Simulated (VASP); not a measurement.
Crystal: Hf.

```
Hf
1.0
     3.19670    0.00000    0.00000
    -1.59835    2.76842    0.00000
     0.00000    0.00000    5.05780
Hf
2
Cartesian
  0.0000 1.8456 1.2645
  1.5984 0.9228 3.7934
```

| Property | Result |
| --- | --- |
| Program | VASP 6.6.1 |
| Task | relaxation of cell and atoms |
| Functional | LDA |
| Potentials or basis | VASP PAW LDA potentials, release 64 (Hf_pv) |
| Cutoff | 520 eV |
| k mesh | 15 × 15 × 8 |
| Occupations | gaussian, width 0.1 eV |
| Spin | no spin polarisation |

At the start: pressure -7.6 GPa; volume 22.38 Å³/atom.

How do energy, volume and symmetry change on relaxing?

Over 8 steps the energy falls by 38.6 meV/atom and the volume is 20.85 Å³/atom (-6.9 %); space group P6_3/mmc (No. 194, to 0.05 Å).

Step by step:
| step | energy change (eV) | largest force (eV/Å) | pressure (GPa) | volume (Å³) |
| --- | --- | --- | --- | --- |
| 1 | 0.0000 | 0.0000 | -7.64 | 44.76 |
| 2 | 0.0501 | 0.0000 | 12.37 | 38.19 |
| 3 | -0.0771 | 0.0000 | -0.19 | 41.76 |
| 4 | -0.0771 | 0.0000 | -0.01 | 41.70 |
| 5 | -0.0771 | 0.0000 | 0.17 | 41.64 |
| 6 | -0.0771 | 0.0000 | -0.18 | 41.75 |
| 7 | -0.0771 | 0.0000 | -0.02 | 41.70 |
| 8 | -0.0771 | 0.0000 | -0.01 | 41.69 |

Final structure:
```xyz
2
Lattice="3.1222 0.0000 0.0000 -1.5611 2.7039 0.0000 0.0000 0.0000 4.9387" Properties=species:S:1:pos:R:3 pbc="T T T"
Hf    0.0000    1.8026    1.2347
Hf    1.5611    0.9013    3.7040
```
